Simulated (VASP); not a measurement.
```
Re
1.0
    1.36983    -2.37262     0.00000
    1.36983     2.37262     0.00000
    0.00000     0.00000     4.42753
Re
2
Direct
  0.33333   0.66667   0.25000
  0.66667   0.33333   0.75000
```

Level of theory: LDA (Ceperley-Alder, Perdew-Zunger), VASP's LDA PAW potentials (set 64) (plane waves; VASP). Run with 400 eV cut-off, 17×17×9 Γ-centred mesh, tetrahedra with Blöchl corrections, potentials Re.

**Question.** The job: Re (hcp), 2 atoms, LDA, static run, 400 eV, 17×17×9 Γ-centred mesh. Roughly how much core time does it take on a busy server core?

**Answer.** About 20 core-seconds (one run on a shared machine, a rough figure). It had 165 irreducible k-points, 11 bands, up to 543 plane waves and 14 electronic steps.

The compound is Re in the hcp structure. It was relaxed first.
